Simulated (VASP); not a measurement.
```xyz
2
Lattice="0.0000 2.9532 2.9532 2.9532 0.0000 2.9532 2.9532 2.9532 0.0000" Properties=species:S:1:pos:R:3 pbc="T T T"
Hg     0.0000     0.0000     0.0000
S      1.4766     1.4766     1.4766
```

All values below come from AM05 GGA, VASP's PBE PAW potentials (set 64) (plane waves; VASP). Run with 520 eV cut-off, Gaussian smearing of 0.050 eV, potentials Hg S.

Unless said otherwise, spin-orbit coupling is left out, though it shifts the bands of the heavy elements here.

Predict the band gap (along the path) with the smallest direct gap where there is one.

The band gap (along the path) is none (metal, semimetal or under 0.01 eV).

Only differences to runs with the same potentials and settings are physical.

The compound is HgS in the zinc blende structure, metacinnabar; cinnabar is the stable form. It was relaxed first.
